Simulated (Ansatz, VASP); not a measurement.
H2CS2O: VASP beside Ansatz

```
S C O H
1.0
     7.97387    0.00000    0.00000
     0.00000    7.97387    0.00000
     0.00000    0.00000    7.97387
S C O H
6 3 3 6
Cartesian
  7.3721 6.7051 5.6876
  7.7888 8.0488 2.9003
  3.5819 2.9267 -0.1997
  4.8663 0.1442 0.3971
  8.3753 4.9113 0.4152
  6.5385 3.5393 2.5346
  7.5805 7.3769 4.2939
  4.2241 1.5354 0.0987
  7.4569 4.2253 1.4749
  1.1411 4.4576 4.6576
  3.1957 6.9760 5.4849
  7.4737 2.0368 7.4761
  0.5004 4.8453 4.0434
  1.9988 4.7557 4.3205
  3.0489 7.8117 5.0177
  3.1818 6.3093 4.7824
  6.7909 2.6097 7.0971
  7.2166 1.1469 7.1930
```

Alike in both runs: functional PBE; dispersion D3(BJ); k mesh 1 × 1 × 1; occupations fermi-dirac, width 0.05 eV; no spin polarisation.

Ansatz relaxed the structure, and its values are those at the end. VASP's run is a single point on that final structure, the one shown.

|  | VASP | Ansatz |
| --- | --- | --- |
| version | VASP 6.6.1 | Ansatz 0.2.0 |
| potentials or method | VASP PAW PBE potentials, release 64 (S, C, O, H) | scalar-relativistic, plane waves, PAW |
| plane-wave cutoff (eV) | 520 | 420 |
| valence electrons in the cell | 72 | 72 |

VASP gave:

| Quantity | Value |
| --- | --- |
| rms of the force components (eV/Å) | 0.146 |
| dispersion energy (meV/atom) | -58.9 |

What did Ansatz give for the same quantities?

rms of the force components (eV/Å): 0.099; dispersion energy (meV/atom): -58.9.

The functional is the same, so the differences come from potentials, cutoffs and numerics.
